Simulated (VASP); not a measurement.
Consider the following.

```yaml
crystal:
  lattice:
    - [3.28964, 0.00000, 0.00000]
    - [-1.64482, 2.84891, 0.00000]
    - [0.00000, 0.00000, 4.13310]
  atoms:
    - { symbol: Al, position: [0.33333, 0.66667, 0.75000] }
    - { symbol: Al, position: [0.66667, 0.33333, 0.25000] }
    - { symbol: N, position: [0.33333, 0.66667, 0.25000] }
    - { symbol: N, position: [0.66667, 0.33333, 0.75000] }
```

Level of theory: r2SCAN meta-GGA, VASP's PBE PAW potentials (set 64) (plane waves; VASP). Settings: 520 eV cut-off, 9×9×6 Γ-centred mesh, tetrahedra with Blöchl corrections, potentials Al N.

**Question.** Give the energies of bands 3 to 11 at the high-symmetry points, in eV from the valence-band maximum.

**Answer.** 
```csv
band,Γ,M,K,A,L,H
3,-7.20,-6.68,-7.00,-3.87,-7.52,-7.09
4,-3.49,-4.98,-4.60,-3.87,-7.52,-7.09
5,-3.49,-4.74,-4.60,-2.65,-3.41,-5.35
6,-1.72,-4.38,-3.96,-2.65,-3.41,-5.35
7,-1.72,-3.03,-3.96,-2.65,-1.83,-0.87
8,0.00,-1.49,-2.59,-2.65,-1.83,-0.87
9,4.08,4.63,5.80,6.51,5.83,7.64
10,5.42,7.97,6.84,6.51,5.83,7.64
11,9.17,8.17,10.04,9.29,10.44,9.10
```

The gap is direct, 4.08 eV, from the valence maximum at Γ to the conduction minimum at Γ.

The structure comes from a computed database's AlN entry (P6_3/mmc); how it stands against other phases isn't given here. It was relaxed first.
